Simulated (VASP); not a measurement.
**A VASP study of ScAl3 (BLYP): structure first, properties next**

What structure and properties does BLYP give ScAl3, and how near are they to the measured ones? The steps: relaxing cell and atoms (BLYP), second relaxation, density, ELF and potential (BLYP), band structure (BLYP), total and projected DOS (BLYP), zone-centre phonons (BLYP), electric field gradients (BLYP), core-level energies (BLYP), volume scan with BLYP, fit for BLYP and a single point (BLYP), changed input. The start is a computed cell from the Materials Project.

Main program and level: VASP 6.6.1; BLYP; plane waves and PAW (Sc_sv, Al).

**What experiment says.**

“A Combined Experimental and First-Principles Based Assessment of Finite-Temperature Thermodynamic Properties of Intermetallic Al3Sc” (2021, pmc:8067998) quotes from earlier work for Al3Sc, L12 ordered cubic (bulk crystal, 300 K): lattice constant a (a at ambient temperature) 4.103 Å [Literature value at ambient temperature, not corrected to 0 K].

Report form: the programs' logs are mostly left out.

## 1. Starting point

Before any relaxation, the start is as follows. The structure is cubic, space group Pm-3m (No. 221). The conventional cell has a = 4.088 Å, b = 4.088 Å, c = 4.088 Å, α = 90.00°, β = 90.00°, γ = 90.00°. Nearest to Sc lie 12 Al at 2.89 Å. Nearest to Al lie 8 Al at 2.89 Å and 4 Sc at 2.89 Å. Farther neighbours are not listed.

As a file:

```cif
data_structure
_symmetry_space_group_name_H-M 'Pm-3m'
_symmetry_Int_Tables_number 221
_cell_length_a 4.0878
_cell_length_b 4.0878
_cell_length_c 4.0878
_cell_angle_alpha 90.000
_cell_angle_beta 90.000
_cell_angle_gamma 90.000
_cell_volume 68.31
loop_
_atom_site_label
_atom_site_type_symbol
_atom_site_symmetry_multiplicity
_atom_site_Wyckoff_symbol
_atom_site_fract_x
_atom_site_fract_y
_atom_site_fract_z
_atom_site_occupancy
Sc1 Sc 1 a 0.00000 0.00000 0.00000 1
Al1 Al 3 c 0.50000 0.50000 0.00000 1
```

## 2. Relaxing cell and atoms (BLYP)

Properties are meant for the cell that this level of theory prefers, so cell and atoms are relaxed first (ISIF = 3) until forces and stress are small; EDIFFG sets the threshold. BLYP comes from molecular chemistry and underbinds dense solids.

INCAR reads:

```
SYSTEM = ScAl3
PREC = Accurate
ENCUT = 400
EDIFF = 1E-06
NELM = 100
ISMEAR = -1
SIGMA = 0.05
LREAL = .FALSE.
ALGO = Normal
GGA = B5
ALDAX = 1
AGGAX = 1
AGGAC = 1
ALDAC = 0
NBANDS = 16
LORBIT = 11
LWAVE = .FALSE.
LCHARG = .FALSE.
KPAR = 2
IBRION = 2
NSW = 60
ISIF = 3
EDIFFG = -0.01
```

POSCAR reads:

```
ScAl3
1.0
    4.0878065700      0.0000000000      0.0000000000
    0.0000000000      4.0878065700      0.0000000000
    0.0000000000      0.0000000000      4.0878065700
Sc Al
1 3
Direct
    0.0000000000      0.0000000000      0.0000000000
    0.5000000000      0.5000000000      0.0000000000
    0.0000000000      0.5000000000      0.5000000000
    0.5000000000      0.0000000000      0.5000000000
```

KPOINTS reads:

```
Automatic mesh
0
Gamma
7 7 7
0 0 0
```

The projector-augmented-wave data sets are Sc_sv and Al (PBE family, release 64).

Launch:

```
$ mpirun -np 2 vasp_std
```

It took 36 s on 2 MPI ranks of AMD EPYC 7R43, shared host; peak memory 0.26 GiB.

The k-mesh is coarse for a metal. The PAW data sets were made with PBE, which is usual practice but a small mismatch for other functionals. The run keeps the 48 symmetry operations of its start, so it cannot find a distortion of lower symmetry.

Step by step:

```
step  energy less that of the first step (eV)  largest force (eV/Å)  pressure (GPa)  volume (Å³)
   1                                   0.0000                0.0000            3.87        68.31
   2                                  -0.0348                0.0000           -0.87        72.46
   3                                  -0.0376                0.0000           -0.03        71.56
```

```
conventional cell, symmetrised  before  after  change
                         a (Å)   4.088  4.152  +1.6 %
                         b (Å)   4.088  4.152  +1.6 %
                         c (Å)   4.088  4.152  +1.6 %
              volume (Å³/atom)   17.08  17.89  +4.8 %
```

The relaxed structure:

```cif
data_structure
_symmetry_space_group_name_H-M 'P 1'
_symmetry_Int_Tables_number 1
_cell_length_a 4.1517
_cell_length_b 4.1517
_cell_length_c 4.1517
_cell_angle_alpha 90.000
_cell_angle_beta 90.000
_cell_angle_gamma 90.000
_cell_volume 71.56
loop_
_atom_site_label
_atom_site_type_symbol
_atom_site_fract_x
_atom_site_fract_y
_atom_site_fract_z
_atom_site_occupancy
Sc1 Sc 0.00000 0.00000 0.00000 1
Al2 Al 0.50000 0.50000 0.00000 1
Al3 Al 0.00000 0.50000 0.50000 1
Al4 Al 0.50000 0.00000 0.50000 1
```

Numbers from this step:

| Property | Result |
| --- | --- |
| electrons | 20 |
| bands | 16 |
| irreducible k-points | 20 |
| symmetry operations | 48 |
| free energy (TOTEN) | -15.30 eV |
| energy at zero smearing | -15.29 eV |
| Fermi energy | 7.235 eV |
| pressure | -0.02964 GPa |
| metallic | yes |
| SCF cycles over all ionic steps | 27 |

It ends with forces that vanish by symmetry and a pressure of -0.03 GPa.

## 3. Second relaxation

A relaxation keeps the plane waves of the cell it began with, so it is repeated from the new cell, on a basis made for it.

INCAR is that of step 2.

POSCAR reads:

```
ScAl3
1.0
    4.1516531660      0.0000000000      0.0000000000
    0.0000000000      4.1516531660      0.0000000000
    0.0000000000      0.0000000000      4.1516531660
Sc Al
1 3
Direct
    0.0000000000      0.0000000000      0.0000000000
    0.5000000000      0.5000000000      0.0000000000
    0.0000000000      0.5000000000      0.5000000000
    0.5000000000      0.0000000000      0.5000000000
```

KPOINTS is that of step 2.

Launch:

```
$ mpirun -np 2 vasp_std
```

The job ended after 17 s (2 MPI ranks; peak memory 0.25 GiB).

Little changed from the start: no atom moved by 0.005 Å and no cell edge by 0.1 %.

Numbers from this step:

```yaml
pressure: -0.02013 GPa
scf_cycles_over_all_ionic_steps: 13
```

It ends with forces that vanish by symmetry and a pressure of -0.02 GPa. The volume moved by under 0.01 %: the run met its threshold at the first step.

## 4. Density, ELF and potential (BLYP)

The relaxed cell gets a fresh self-consistent run, on a basis set for its own volume, to fix the density and to check the remaining stress.

Edit INCAR of step 3 so:

```diff
@@ -17,7 +17,5 @@
 LWAVE = .FALSE.
-LCHARG = .FALSE.
-KPAR = 2
-IBRION = 2
-NSW = 60
-ISIF = 3
-EDIFFG = -0.01
+LCHARG = .TRUE.
+ISIF = 2
+LELF = .TRUE.
+LVHAR = .TRUE.
```

POSCAR is that of step 3.

KPOINTS is that of step 3.

Launch:

```
$ mpirun -np 2 vasp_std
```

The job ended after 16 s (2 MPI ranks; peak memory 0.18 GiB).

Numbers from this step:

| Quantity | Value |
| --- | --- |
| SCF cycles | 13 |

Valence electrons inside each PAW sphere by angular momentum. Sphere charges, by row:

```
atom  s (e)  p (e)  d (e)  tot (e)
 Sc1  2.175  6.125  1.287    9.588
 Al2  0.422   0.37      0    0.792
 Al3  0.422   0.37      0    0.792
 Al4  0.422   0.37      0    0.792
```

ELF in the ac plane at fractional y = 0.000, with atoms of Sc and Al within 0.2 Å of it. It is the smooth field of the valence electrons, not physical close to the nuclei.

Values, 14 rows by 14 columns, each cell a mean:
```
0.83 0.79 0.61 0.25 0.08 0.20 0.35 0.39 0.30 0.16 0.09 0.36 0.72 0.81
0.75 0.70 0.45 0.16 0.14 0.32 0.48 0.50 0.43 0.27 0.11 0.22 0.59 0.72
0.40 0.33 0.16 0.14 0.33 0.52 0.63 0.64 0.60 0.48 0.24 0.13 0.22 0.36
0.10 0.09 0.14 0.28 0.52 0.61 0.65 0.65 0.64 0.60 0.43 0.24 0.11 0.09
0.13 0.18 0.35 0.52 0.61 0.54 0.41 0.38 0.46 0.57 0.60 0.48 0.27 0.16
0.26 0.33 0.50 0.62 0.60 0.39 0.14 0.10 0.22 0.46 0.64 0.60 0.43 0.30
0.34 0.41 0.57 0.66 0.58 0.30 0.04 0.01 0.10 0.38 0.65 0.64 0.50 0.39
0.31 0.38 0.54 0.64 0.59 0.33 0.07 0.04 0.14 0.41 0.65 0.63 0.48 0.35
0.16 0.22 0.40 0.55 0.61 0.51 0.33 0.30 0.39 0.54 0.61 0.52 0.32 0.20
0.07 0.09 0.20 0.39 0.57 0.61 0.59 0.58 0.60 0.61 0.52 0.33 0.14 0.08
0.29 0.23 0.13 0.16 0.39 0.55 0.64 0.66 0.62 0.52 0.28 0.14 0.16 0.25
0.65 0.59 0.33 0.13 0.20 0.40 0.54 0.57 0.50 0.35 0.14 0.16 0.45 0.61
0.81 0.78 0.59 0.23 0.09 0.22 0.38 0.41 0.33 0.18 0.09 0.33 0.70 0.79
0.86 0.81 0.65 0.29 0.07 0.16 0.31 0.34 0.26 0.13 0.10 0.40 0.75 0.83
```
Columns run along a (4.2 Å), rows up along c (4.2 Å). Atoms in or near the plane, at fractional coordinates: Sc at (0.00, 0.00), Al at (0.50, 0.50).

Electrostatic potential energy in the ac plane at fractional y = 0.000, with atoms of Sc and Al within 0.2 Å of it. With pseudopotentials it is smooth inside the atoms' cores, unlike the true potential.

Ten even steps from '_' (-72 eV) to '@' (2 eV), each cell a mean:
```
++++##%%@@@@@@@@@@@@%%##**++
****##%%@@@@@@@@@@@@@@%%##**
####%%@@@@@@@@@@@@@@@@@@%%##
%%@@@@@@@@@@%%%%%%@@@@@@@@%%
@@@@@@@@%%##++==**%%@@@@@@@@
@@@@@@@@%%++____::**%%@@@@@@
@@@@@@@@##--______==%%@@@@@@
@@@@@@@@##==______++%%@@@@@@
@@@@@@@@%%##==--++##@@@@@@@@
@@@@@@@@@@%%####%%%%@@@@@@@@
##%%%%@@@@@@@@@@@@@@@@@@%%%%
**##%%%%@@@@@@@@@@@@@@%%####
++**##%%@@@@@@@@@@@@@@##**++
++++**##@@@@@@@@@@@@%%##**++
```
Columns run along a (4.2 Å; values clipped at the 3rd and 97th percentile), rows up along c (4.2 Å). Atoms in or near the plane, at fractional coordinates: Sc at (0.00, 0.00), Al at (0.50, 0.50).

Valence density in the ac plane at fractional y = 0.000, with atoms of Sc and Al within 0.2 Å of it. It is the smooth field of the valence electrons, not physical close to the nuclei.

Values in units of 1e0 e/Å³, 14 rows by 14 columns, each cell a mean:
```
7.7 5.5 1.9 0.5 0.1 0.1 0.1 0.1 0.1 0.1 0.2 0.7 3.2 6.3
3.9 2.8 0.9 0.3 0.1 0.1 0.1 0.1 0.1 0.1 0.2 0.4 1.6 3.2
0.8 0.6 0.3 0.2 0.2 0.2 0.2 0.2 0.2 0.2 0.2 0.2 0.4 0.7
0.2 0.2 0.2 0.2 0.2 0.2 0.2 0.2 0.2 0.2 0.2 0.2 0.2 0.2
0.1 0.1 0.1 0.2 0.2 0.2 0.2 0.2 0.2 0.2 0.2 0.2 0.1 0.1
0.1 0.1 0.2 0.2 0.2 0.2 0.1 0.1 0.1 0.2 0.2 0.2 0.1 0.1
0.1 0.1 0.2 0.2 0.2 0.1 0.0 0.0 0.1 0.2 0.2 0.2 0.1 0.1
0.1 0.1 0.2 0.2 0.2 0.2 0.1 0.0 0.1 0.2 0.2 0.2 0.1 0.1
0.1 0.1 0.1 0.2 0.2 0.2 0.2 0.1 0.2 0.2 0.2 0.2 0.1 0.1
0.1 0.1 0.1 0.2 0.2 0.2 0.2 0.2 0.2 0.2 0.2 0.2 0.1 0.1
0.6 0.4 0.2 0.2 0.2 0.2 0.2 0.2 0.2 0.2 0.2 0.2 0.3 0.5
2.3 1.6 0.6 0.2 0.1 0.1 0.2 0.2 0.2 0.1 0.2 0.3 0.9 1.9
6.8 4.9 1.6 0.4 0.1 0.1 0.1 0.1 0.1 0.1 0.2 0.6 2.8 5.5
9.4 6.8 2.3 0.6 0.1 0.1 0.1 0.1 0.1 0.1 0.2 0.8 3.9 7.7
```
Columns run along a (4.2 Å), rows up along c (4.2 Å). Atoms in or near the plane, at fractional coordinates: Sc at (0.00, 0.00), Al at (0.50, 0.50).

In this run the pressure is -0.02 GPa, small enough to go on.

## 5. Band structure (BLYP)

The mesh alone shows little of the dispersion and can miss band extrema, so KPOINTS_OPT adds a path through the symmetry points after the self-consistent cycle.

Edit INCAR of step 4 so:

```diff
@@ -14,8 +14,6 @@
 ALDAC = 0
-NBANDS = 16
+NBANDS = 24
 LORBIT = 11
 LWAVE = .FALSE.
-LCHARG = .TRUE.
-ISIF = 2
-LELF = .TRUE.
-LVHAR = .TRUE.
+LCHARG = .FALSE.
+KPAR = 2
```

POSCAR is that of step 4.

KPOINTS is that of step 4.

KPOINTS_OPT reads:

```
Line mode
16
Line-mode
Reciprocal
  0.00000000   0.00000000   0.00000000 GAMMA
  0.00000000   0.50000000   0.00000000 X

  0.00000000   0.50000000   0.00000000 X
  0.50000000   0.50000000   0.00000000 M

  0.50000000   0.50000000   0.00000000 M
  0.00000000   0.00000000   0.00000000 GAMMA

  0.00000000   0.00000000   0.00000000 GAMMA
  0.50000000   0.50000000   0.50000000 R

  0.50000000   0.50000000   0.50000000 R
  0.00000000   0.50000000   0.00000000 X

  0.50000000   0.50000000   0.00000000 M
  0.50000000   0.50000000   0.50000000 R
```

Launch:

```
$ mpirun -np 2 vasp_std
```

Elapsed: 52 s, on 2 MPI ranks; peak memory 0.28 GiB; 89 s of CPU time.

This step gave:

```
SCF cycles : 15
bands      : 24
pressure   : -0.01556 GPa
```

The electronic bands at the labelled points (eV, zero at the Fermi level; # counts the bands kept):

```
          point     #3     #4     #5     #6     #7    #8    #9   #10
              Γ  -2.50  -1.68  -1.68  -1.68   1.29  1.29  1.29  1.65
0.47 of the way  -2.10  -1.63  -1.63  -0.26   1.11  1.11  1.41  2.28
              X  -1.57  -1.57  -1.24   0.50   1.05  1.05  1.57  1.65
0.47 of the way  -3.51  -2.27  -1.22   0.05   0.98  1.37  2.18  2.38
              M  -5.49  -4.07  -0.46  -0.46   1.29  1.43  2.03  2.35
0.53 of the way  -4.20  -1.44  -1.25   0.11   0.33  1.00  2.35  2.85
              Γ  -2.50  -1.68  -1.68  -1.68   1.29  1.29  1.29  1.65
0.47 of the way  -4.21  -3.38  -0.92  -0.92   1.45  1.74  1.74  2.11
              R  -4.71  -4.09  -2.74  -2.74  -2.74  1.09  2.46  2.46
0.47 of the way  -3.83  -2.72  -2.30  -1.93  -0.16  2.15  2.42  2.56
              X  -1.57  -1.57  -1.24   0.50   1.05  1.05  1.57  1.65
      jump to M  -5.49  -4.07  -0.46  -0.46   1.29  1.43  2.03  2.35
0.47 of the way  -5.22  -3.59  -1.68  -1.55  -1.55  2.00  2.40  3.39
              R  -4.71  -4.09  -2.74  -2.74  -2.74  1.09  2.46  2.46
```

Of the projections kept (Sc, Al), the largest for each band there; the rest of the weight can lie on other orbitals:

```
point       #3       #4       #5       #6       #7       #8       #9      #10
    Γ  Sc 0.52  Al 0.82  Al 0.82  Al 0.82  Sc 1.00  Sc 1.00  Sc 1.00  Sc 0.93
    X  Sc 0.59  Sc 0.59  Sc 0.81  Al 1.00  Al 0.69  Al 0.69  Sc 1.00  Al 0.64
    M  Al 0.85  Sc 0.54  Sc 0.78  Sc 0.78  Al 1.00  Sc 0.74  Sc 1.00  Sc 0.98
    Γ  Sc 0.52  Al 0.82  Al 0.82  Al 0.82  Sc 1.00  Sc 1.00  Sc 1.00  Sc 0.93
    R  Al 0.73  Al 1.00  Al 0.68  Al 0.68  Al 0.68  Sc 1.00  Sc 1.00  Sc 1.00
    X  Sc 0.59  Sc 0.59  Sc 0.81  Al 1.00  Al 0.69  Al 0.69  Sc 1.00  Al 0.64
```

There is no gap at this level.

Of the bands kept, 2 cross the Fermi level on this path.

## 6. Total and projected DOS (BLYP)

Here the states are counted by energy and projected on the atoms. The mesh is finer than in the run before.

Edit INCAR of step 5 so:

```diff
@@ -5,3 +5,3 @@
 NELM = 100
-ISMEAR = -1
+ISMEAR = -5
 SIGMA = 0.05
@@ -19 +19,2 @@
 KPAR = 2
+NEDOS = 2001
```

POSCAR is that of step 5.

KPOINTS reads:

```
Automatic mesh
0
Gamma
10 10 10
0 0 0
```

Launch:

```
$ mpirun -np 2 vasp_std
```

Run time: 47 s. Hardware: 2 MPI ranks; peak memory 0.3 GiB; 82 s of CPU time.

With tetrahedra the forces and stress of a metal are not exact derivatives of the energy.

Numbers from this step:

* SCF cycles: 16
* irreducible k-points: 56
* Fermi energy: 7.284 eV
* pressure: 0.02042 GPa
* DOS at the Fermi level: 1.854 states/eV/cell

The density of states has structure finer than the step of the table below, so its rows give means over 1 eV, whole bins alone (the curve runs from -12.0 to 4.79 eV). Peaks (eV: height): total 0.9: 3.67, 2.0: 5.37, 2.4: 5.75, 3.7: 5.77; Sc d 0.9: 1.17, 2.0: 2.79, 2.4: 3.64, 3.7: 2.80; Al p -1.7: 0.517, -1.4: 0.405, 3.7: 0.320, 4.5: 0.377; Al s -5.1: 0.313, -4.7: 0.300, 3.3: 0.313, 3.7: 0.330; Sc s 2.0: 0.33.

States under -12.0 eV and over 4.8 eV are left out. Table of density of states by energy, zero at the Fermi level; means over each step; values in states/eV/cell:

```
energy (eV)   total     Sc d     Al p     Al s     Sc s
        -11       0        0        0        0        0
        -10  0.0240        0   4.9e-5  0.00564  0.00116
         -9   0.409   3.9e-4  0.00505   0.0932   0.0160
         -8   0.799  0.00420   0.0210    0.177   0.0161
         -7   0.736   0.0132   0.0320    0.150   0.0119
         -6    1.01   0.0187   0.0528    0.189   0.0292
         -5    1.38   0.0549   0.0715    0.271   0.0177
         -4    1.07   0.0717   0.0829    0.166   0.0160
         -3    1.60    0.128    0.198    0.107   0.0381
         -2    2.36    0.322    0.341   0.0545   0.0203
         -1    1.85    0.452    0.223   0.0371   0.0115
          0    1.35    0.379    0.139   0.0483   0.0168
          1    2.40    0.765    0.197    0.107   0.0326
          2    4.07     2.16    0.158    0.117    0.110
          3    3.14     1.34    0.160    0.213   0.0337
          4    2.88     1.06    0.238    0.180   0.0206
```

The finer mesh and the other smearing move the Fermi level by +0.05 eV from the 7×7×7 run, a small shift, which tests the Fermi level alone. Of the states within 0.3 eV of the Fermi level, the largest shares in the PAW spheres are Sc d 28 % and Al p 10 %. The rest lies in smaller channels or between the spheres.

## 7. Zone-centre phonons (BLYP)

Zone-centre modes test whether the atoms sit at a minimum within this cell. IBRION = 8 takes the force constants from linear response, which needs tightly converged orbitals.

INCAR reads:

```
SYSTEM = ScAl3
PREC = Accurate
ENCUT = 400
EDIFF = 1E-08
NELM = 100
ISMEAR = 1
SIGMA = 0.2
LREAL = .FALSE.
ALGO = Normal
GGA = B5
ALDAX = 1
AGGAX = 1
AGGAC = 1
ALDAC = 0
NBANDS = 16
LORBIT = 11
LWAVE = .FALSE.
LCHARG = .FALSE.
KPAR = 2
IBRION = 8
ISIF = 2
```

POSCAR is that of step 6.

KPOINTS reads:

```
Automatic mesh
0
Gamma
9 9 9
0 0 0
```

Launch:

```
$ mpirun -np 2 vasp_std
```

The job ended after 4.7 min (2 MPI ranks; peak memory 0.58 GiB; 8.8 min of CPU time).

Energies printed during the response cycles are not total energies of the cell.

Numbers from this step:

* bands: 16
* irreducible k-points: 35
* pressure of the cell: 0.08746 GPa
* largest force of the cell: 0 eV/Å
* Fermi energy: 7.320 eV

Modes at Γ, with each element's share of the kinetic energy:

```
mode  frequency (cm⁻¹)  symmetry  Sc %  Al %
   1              -0.3  acoustic    36    64
   2              -0.3  acoustic    36    64
   3              -0.3  acoustic    36    64
   4             202.4       T1u    22    78
   5             202.4       T1u    22    78
   6             202.4       T1u    22    78
   7             220.2       T2u     0   100
   8             220.2       T2u     0   100
   9             220.2       T2u     0   100
  10             299.6       T1u    42    58
  11             299.6       T1u    42    58
  12             299.6       T1u    42    58
```

Displacements in mode 6 (202.4 cm⁻¹), the largest set to 1:
```
Sc1 -0.42  0.00 -0.01
Al2 -0.15  0.00  0.03
Al3  1.00  0.00  0.00
Al4 -0.15  0.00  0.00
```

Displacements in mode 10 (299.6 cm⁻¹), the largest set to 1:
```
Sc1  0.00  0.00 -0.97
Al2  0.00  0.00 -0.38
Al3  0.00  0.00  1.00
Al4  0.00  0.00  1.00
```

The three acoustic modes lie within 0.3 cm⁻¹ of zero, and all others are real. By the characters of their eigenvectors the optical modes sort into (cm⁻¹) infrared active: T1u 202, T1u 300; silent: T2u 220.

## 8. Electric field gradients (BLYP)

Field gradients probe how far the charge around each nucleus departs from cubic symmetry; LASPH keeps the non-spherical terms inside the spheres.

INCAR reads:

```
SYSTEM = ScAl3
PREC = Accurate
ENCUT = 400
EDIFF = 1E-07
NELM = 100
ISMEAR = -1
SIGMA = 0.05
LREAL = .FALSE.
ALGO = Normal
GGA = B5
ALDAX = 1
AGGAX = 1
AGGAC = 1
ALDAC = 0
NBANDS = 16
LORBIT = 11
LWAVE = .FALSE.
LCHARG = .FALSE.
KPAR = 2
LEFG = .TRUE.
LASPH = .TRUE.
```

POSCAR is that of step 7.

KPOINTS reads:

```
Automatic mesh
0
Gamma
7 7 7
0 0 0
```

Launch:

```
$ mpirun -np 2 vasp_std
```

Elapsed: 23 s, on 2 MPI ranks; peak memory 0.24 GiB.

Numbers from this step:

| Item | Value |
| --- | --- |
| SCF cycles | 15 |
| irreducible k-points | 20 |
| Fermi energy | 7.234 eV |
| pressure | -0.01148 GPa |

Electric field gradients, by row:

```
atom  Vxx (V/Å²)  Vyy (V/Å²)  Vzz (V/Å²)  asymmetry
 Sc1           0           0           0          -
 Al2       -9.93       -9.93       19.86          0
 Al3       -9.93       -9.93       19.86          0
 Al4       -9.93       -9.93       19.86          0
```

The largest gradient, 19.86 V/Å², sits on Al2 and like sites; times the quadrupole moment of a nucleus that has one, it gives the coupling that NMR and NQR see.

## 9. Core-level energies (BLYP)

Core levels shift with the potential at each site, so they tell like atoms on unlike sites apart.

Edit INCAR of step 8 so:

```diff
@@ -3,3 +3,3 @@
 ENCUT = 400
-EDIFF = 1E-07
+EDIFF = 1E-06
 NELM = 100
@@ -19,3 +19,2 @@
 KPAR = 2
-LEFG = .TRUE.
-LASPH = .TRUE.
+ICORELEVEL = 1
```

POSCAR is that of step 8.

KPOINTS is that of step 8.

Launch:

```
$ mpirun -np 2 vasp_std
```

The job ended after 14 s (2 MPI ranks; peak memory 0.24 GiB; 25 s of CPU time).

These are scalar-relativistic Kohn-Sham levels of the ground state, with no core hole, so they are not binding energies.

This step gave:

* SCF cycles: 13
* Fermi energy: 7.235 eV
* pressure: -0.02013 GPa

Kohn-Sham core levels. Core levels, by row:

```
atom  shell  level below the Fermi level (eV)
 Sc1     1s                              4391
 Sc1     2s                             468.6
 Sc1     2p                             382.5
 Al2     1s                              1506
 Al2     2s                             103.4
 Al2     2p                             64.81
 Al3     1s                              1506
 Al3     2s                             103.4
 Al3     2p                             64.81
 Al4     1s                              1506
 Al4     2s                             103.4
 Al4     2p                             64.81
```

Atoms of one element give levels within 0.1 eV of each other.

## 10. Volume scan with BLYP, volume scale 0.94

An equation of state needs energies on both sides of the minimum, all on one mesh and cutoff.

Edit INCAR of step 9 so:

```diff
@@ -19,2 +19,2 @@
 KPAR = 2
-ICORELEVEL = 1
+ISIF = 2
```

POSCAR reads:

```
ScAl3
1.0
    4.0669017696      0.0000000000      0.0000000000
    0.0000000000      4.0669017696      0.0000000000
    0.0000000000      0.0000000000      4.0669017696
Sc Al
1 3
Direct
    0.0000000000      0.0000000000      0.0000000000
    0.5000000000      0.5000000000      0.0000000000
    0.0000000000      0.5000000000      0.5000000000
    0.5000000000      0.0000000000      0.5000000000
```

KPOINTS is that of step 9.

Launch:

```
$ mpirun -np 2 vasp_std
```

Wall time 14 s (2 MPI ranks); peak memory 0.24 GiB.

The scan keeps the cell's shape and the fractional positions fixed.

This step gave:

```yaml
free_energy_toten: -15.23 eV
energy_at_zero_smearing: -15.22 eV
fermi_energy: 7.777 eV
pressure: 5.330 GPa
```

The pressure here is 5.33 GPa.

(Continued in part 2 of 2.)

[Lines on the potential files, build, host, timing and source positions are cut from VASP's logs without a mark.]

[Logs are printed without paths, hosts, clocks, repeated set-up lines and the standing remarks that a program may print on its own settings, such as how far it seeks lower states.]

[Hosts, paths, dates, database ids (printed as entryN), source tags and the programs' standing remarks are cut or masked in the printed files.]

[A measured line is paired with the nearest computed mode of its activity, which favours agreement.]
